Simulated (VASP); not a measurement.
## Nb: a series in uniaxial stress along [001]

Wanted: the elastic response of Nb to uniaxial stress along [001], with a fit that predicts a row left out.

Calculated with VASP 6.6.1; PBEsol; plane waves and PAW (Nb_sv), in the first sound run; inputs show where later runs differ.

## Step 1: The starting structure

Symmetry: Im-3m, No. 229, cubic system. The conventional cell has a = 3.300 Å, b = 3.300 Å, c = 3.300 Å, α = 90.00°, β = 90.00°, γ = 90.00°. Nb has 8 Nb at 2.86 Å nearest.

Coordinates:

```xyz
1
Lattice="-1.6500 1.6500 1.6500 1.6500 -1.6500 1.6500 1.6500 1.6500 -1.6500" Properties=species:S:1:pos:R:3 pbc="T T T"
Nb    0.0000    0.0000    0.0000
```

## Step 2: Relax the crystal, PBEsol

The series starts from the cell that this level prefers, so that zero strain is near zero stress.

This step took 2 runs in a row; the last is shown.

Level: PBEsol; plane waves and PAW (Nb_sv).

Contents of INCAR:

```
SYSTEM = Nb
PREC = Accurate
ENCUT = 450
EDIFF = 1E-07
NELM = 120
ISMEAR = 1
SIGMA = 0.15
LREAL = .FALSE.
ALGO = Normal
GGA = PS
NBANDS = 12
LASPH = .TRUE.
LORBIT = 11
LWAVE = .FALSE.
LCHARG = .FALSE.
KPAR = 8
IBRION = 2
NSW = 40
ISIF = 3
EDIFFG = -0.005
POTIM = 0.4
```

Contents of POSCAR:

```
Nb
1.0
   -1.6345591088      1.6345591088      1.6345591088
    1.6345591088     -1.6345591088      1.6345591088
    1.6345591088      1.6345591088     -1.6345591088
Nb
1
Direct
    0.0000000000      0.0000000000      0.0000000000
```

Contents of KPOINTS:

```
Automatic mesh
0
Gamma
25 25 25
0 0 0
```

PAW data sets: Nb_sv (PBE family, release 64).

Run with:

```sh
> mpirun -np 8 vasp_std
```

Output:

```text
[banner, memory and clock lines left out]
running    8 mpi-ranks, on    1 nodes
[...]
|                                                                             |
|           W    W    AA    RRRRR   N    N  II  N    N   GGGG   !!!           |
|           W    W   A  A   R    R  NN   N  II  NN   N  G    G  !!!           |
|           W    W  A    A  R    R  N N  N  II  N N  N  G       !!!           |
|           W WW W  AAAAAA  RRRRR   N  N N  II  N  N N  G  GGG   !            |
|           WW  WW  A    A  R   R   N   NN  II  N   NN  G    G                |
|           W    W  A    A  R    R  N    N  II  N    N   GGGG   !!!           |
|                                                                             |
|     For optimal performance we recommend to set                             |
|       NCORE = 2 up to number-of-cores-per-socket                            |
|     NCORE specifies how many cores store one orbital (NPAR=cpu/NCORE).      |
|     This setting can greatly improve the performance of VASP for DFT.       |
[...]
DAV:   6    -0.109500289560E+02   -0.31637E-06   -0.26719E-07 12044   0.626E-03    0.569E-04
DAV:   7    -0.109500289750E+02   -0.19048E-07   -0.27704E-08  6880   0.166E-03
   2 F= -.10950029E+02 E0= -.10950036E+02  d E =0.108156E-05
 trial-energy change:    0.000001  1 .order    0.000002   -0.000010    0.000013
 step:   0.4654(harm=  0.4313)  dis= 0.00000  next Energy=   -10.950032 (dE=-0.242E-05)
[...]
N       E                     dE             d eps       ncg     rms          rms(c)
DAV:   1    -0.109500796461E+02   -0.50690E-04   -0.13106E-03 14540   0.506E-01    0.566E-02
DAV:   2    -0.109500373872E+02    0.42259E-04   -0.10090E-04 15476   0.130E-01    0.165E-02
DAV:   3    -0.109500320600E+02    0.53272E-05   -0.36644E-05 19804   0.602E-02    0.102E-02
DAV:   4    -0.109500322982E+02   -0.23823E-06   -0.82062E-07 14320   0.938E-03    0.512E-03
DAV:   5    -0.109500326856E+02   -0.38739E-06   -0.25081E-06 18160   0.106E-02    0.227E-03
DAV:   6    -0.109500324702E+02    0.21546E-06   -0.70846E-08  8476   0.338E-03    0.333E-04
DAV:   7    -0.109500324506E+02    0.19594E-07   -0.15123E-08  5932   0.159E-03
   3 F= -.10950032E+02 E0= -.10950041E+02  d E =-.239399E-05
[...]
reached required accuracy - stopping structural energy minimisation
```

Run time: 12 s. Hardware: 8 MPI ranks of Intel Xeon 6975P-C (Granite Rapids), shared host; peak memory 1.4 GiB; 91 s of CPU time.

The logs omit lines about the potential files and the build; timing stands in the text.

From OUTCAR (step 2):

```text
  Total        0.0002542      0.0002542      0.0002542      0.0000000     -0.0000000     -0.0000000
  in kB        0.0233255      0.0233255      0.0233255      0.0000000     -0.0000000     -0.0000000
  external PRESSURE =       0.0233255 kB  Pullay stress =       0.0000000 kB

 POSITION                                       TOTAL-FORCE (eV/Angst)
 -----------------------------------------------------------------------------------
     -0.00000      0.00000      0.00000        -0.000000     -0.000000     -0.000000
 -----------------------------------------------------------------------------------
    total drift:                                0.000000      0.000000      0.000000

  FREE ENERGIE OF THE ION-ELECTRON SYSTEM (eV)
  ---------------------------------------------------
  free  energy   TOTEN  =       -10.9500324506 eV

  energy  without entropy=      -10.9500593716  energy(sigma->0) =      -10.95004142

 reached required accuracy - stopping structural energy minimisation

[... 3 further parts left out ...]
[key lines of the parts left out:]
E-fermi :  11.4735
```

Numbers from this step:

```
energy(sigma→0) of the program : -10.9500 eV
stress, compression positive   : xx, yy, zz 0.00, 0.00, 0.00 GPa
volume                         : 17.460 Å³
ionic steps                    : 3
```

## Step 3: Strain across the axis, PBEsol

One member in full: the axis is strained by -1 %, and the two directions across it are strained alike until their mean stress is under 0.012 GPa or five steps are spent.

This step took 3 runs, each at a new trial strain with the atoms of the one before; the last is shown.

Level: PBEsol; plane waves and PAW (Nb_sv).

Changes to INCAR since step 2:

```diff
@@ -15,7 +15,7 @@
 LCHARG = .FALSE.
-KPAR = 8
-IBRION = 2
-NSW = 40
-ISIF = 3
-EDIFFG = -0.005
-POTIM = 0.4
+KPAR = 2
+IBRION = 1
+NSW = 25
+ISIF = 2
+EDIFFG = -0.004
+POTIM = 0.3
```

Contents of POSCAR:

```
Nb
1.0
   -1.6401346350      1.6401346350      1.6179410640
    1.6401346350     -1.6401346350      1.6179410640
    1.6401346350      1.6401346350     -1.6179410640
Nb
1
Direct
    0.0000000000      0.0000000000      0.0000000000
```

KPOINTS is that of step 2.

Run with:

```sh
> mpirun -np 2 vasp_std
```

Output:

```text
[banner, memory and clock lines left out]
running    2 mpi-ranks, on    1 nodes
[...]
[... a notice as in an earlier step ...]

 LDA part: xc-table for (Slater+PW92), standard interpolation
 POSCAR, INCAR and KPOINTS ok, starting setup
[...]
entering main loop
       N       E                     dE             d eps       ncg     rms          rms(c)
DAV:   1     0.104378868352E+03    0.10438E+03   -0.67705E+03 28688   0.974E+02
DAV:   2    -0.749413832033E+01   -0.11187E+03   -0.10781E+03 31304   0.361E+02
DAV:   3    -0.112069534442E+02   -0.37128E+01   -0.35729E+01 40652   0.577E+01
DAV:   4    -0.114073506360E+02   -0.20040E+00   -0.19933E+00 38840   0.123E+01
[...]
DAV:  11    -0.109489912571E+02    0.50500E-05   -0.43696E-06 36848   0.342E-02    0.278E-03
DAV:  12    -0.109489911236E+02    0.13354E-06   -0.18168E-07 34104   0.524E-03    0.813E-04
DAV:  13    -0.109489910537E+02    0.69844E-07   -0.12983E-08 19820   0.179E-03
   1 F= -.10948991E+02 E0= -.10949017E+02  d E =-.109490E+02
 BRION: g(F)=  0.985E-62 g(S)=  0.000E+00
 reached required accuracy - stopping structural energy minimisation
```

Wall time 38 s (2 MPI ranks); peak memory 0.55 GiB.

Parts of OUTCAR (step 3):

```text
  Total        0.0000082      0.0000082      0.1749605      0.0000000     -0.0000000      0.0000000
  in kB        0.0007549      0.0007549     16.1015994      0.0000000     -0.0000000      0.0000000
  external PRESSURE =       5.3677031 kB  Pullay stress =       0.0000000 kB

 POSITION                                       TOTAL-FORCE (eV/Angst)
 -----------------------------------------------------------------------------------
      0.00000      0.00000      0.00000        -0.000000     -0.000000     -0.000000
 -----------------------------------------------------------------------------------
    total drift:                                0.000000      0.000000      0.000000

  FREE ENERGIE OF THE ION-ELECTRON SYSTEM (eV)
  ---------------------------------------------------
  free  energy   TOTEN  =       -10.9489910537 eV

  energy  without entropy=      -10.9490690948  energy(sigma->0) =      -10.94901707

[... 1 part as in an earlier step ...]

[... 3 further parts left out ...]
[key lines of the parts left out:]
E-fermi :  11.5165
```

Read from the output:

- energy(sigma→0) of the program: -10.9490 eV
- stress, compression positive: xx, yy, zz 0.00, 0.00, 1.61 GPa
- ionic steps: 1

## Step 4: The table

The other members went through these steps as far as the tables show, with the same cutoff and, step by step, the same mesh; 21 runs are not shown. The session took 0.50 core hours (wall time by ranks) on a shared machine.

```
strain along the axis (%)  strain across the axis (%)  stress along the axis, tension positive (GPa)  energy above the unstrained row, extrapolated to no smearing (meV/atom)
                   -2.000                       0.726                                         -3.137                                                                    3.802
                   -1.500                       0.539                                         -2.399                                                                    2.184
                   -1.000                       0.358                                         -1.610                                                                    1.007
                   -0.500                       0.181                                         -0.800                                                                    0.277
                        0                       0.000                                         -0.006                                                                    0.000
                    0.500                      -0.175                                          0.804                                                                    0.142
                    1.000                      -0.342                                              ?                                                                        ?
                    1.500                      -0.514                                          2.440                                                                    1.710
                    2.000                      -0.682                                          3.245                                                                    3.154
```

## Step 5: A fit to the known rows

Fitting a parabola to the 8 known rows (e: strain in %) gives stress = 0.01462 e² + 1.603 e − 0.008276 in GPa; the residuals are 0.012 GPa r.m.s.

For the withheld row, e = 1, the fit gives 1.609 GPa.

## Step 6: Checking the prediction

The calculation gives 1.632 GPa, so the prediction is 0.023 GPa too low, within twice the residual of the fit.

Slopes at zero strain, from cubics through all rows: strain ratio -0.351, stress over strain 163 GPa.

## Step 7: Summary of results

* error of the predicted stress: -0.023 GPa
* Poisson ratio: 0.351
* Young's modulus along the axis: 163 GPa

As a check, the curvature of the energy gives 158 GPa for the same modulus (energy per volume = E/2 × strain²), 3 % from the slope of the stress; these energies are extrapolated to no smearing, while the stress belongs to the free energy, so part of the difference may come from that. The energy also has a linear term worth 0.13 GPa that the stress column lacks, a mark of the finite basis or of the smearing. These are static values: temperature and zero-point motion are left out. In a metal the slopes also depend on mesh and smearing, which were held through the series.

[Lines on the potential files, build, host, timing and source positions are cut from VASP's logs without a mark.]

[Logs are printed without paths, hosts, clocks, repeated set-up lines and the standing remarks that a program may print on its own settings, such as how far it seeks lower states.]

[Hosts, paths, dates, database ids (printed as entryN), source tags and the programs' standing remarks are cut or masked in the printed files.]

[In band tables of VASP the shares of atoms and orbitals are scaled to a sum of 1 inside the atoms' spheres.]
